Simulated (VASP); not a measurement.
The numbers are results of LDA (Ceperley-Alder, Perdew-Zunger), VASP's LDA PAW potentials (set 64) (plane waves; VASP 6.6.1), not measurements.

VASP input:

KPOINTS:
```
Automatic mesh
0
Gamma
6 6 6
0 0 0
```

### POSCAR
```
ScIn3
1
    4.4956900000     0.0000000000     0.0000000000
    0.0000000000     4.4956900000     0.0000000000
    0.0000000000     0.0000000000     4.4956900000
Sc In
1 3
Direct
  0.0000000000   0.0000000000   0.0000000000
  0.0000000000   0.5000000000   0.5000000000
  0.5000000000   0.0000000000   0.5000000000
  0.5000000000   0.5000000000   0.0000000000
```

**INCAR**
```
SIGMA=0.1
LWAVE=.FALSE.
ISIF=2
NELM=100   ! most electronic steps
ENCUT=300   ! plane-wave cut-off (eV)
EDIFF=1E-6
LMAXMIX=4   ! l cut-off of mixed one-centre charges
LREAL=.FALSE.   ! projection in real space or not
ALGO=Normal
PREC=Accurate
LCHARG=.FALSE.
ISMEAR=-1   ! Fermi-Dirac
LASPH=.TRUE.   ! aspherical one-centre terms
SYSTEM=ScIn3
```

POTCAR, in this order: Sc_sv In_d (LDA.64 set). Program: vasp_std.

Question: What will the output report for the number of irreducible k-points (NKPTS), largest plane-wave count, number of space-group operations, FFT grid (NGX, NGY, NGZ)?

Answer: 
```json
{
  "number of irreducible k-points (NKPTS)": "20",
  "largest_plane_wave_count": "1108",
  "number_of_space_group_operations": "48",
  "FFT grid (NGX, NGY, NGZ)": "28 × 28 × 28"
}
```

The structure comes from a computed database's ScIn3 entry (Pm-3m); how it stands against other phases isn't given here. The cell was not relaxed at this level. The run is one of a series of settings (GGA removed, POTCAR Sc_sv In_d (LDA.64 set) against the base run), some of them coarse on purpose.
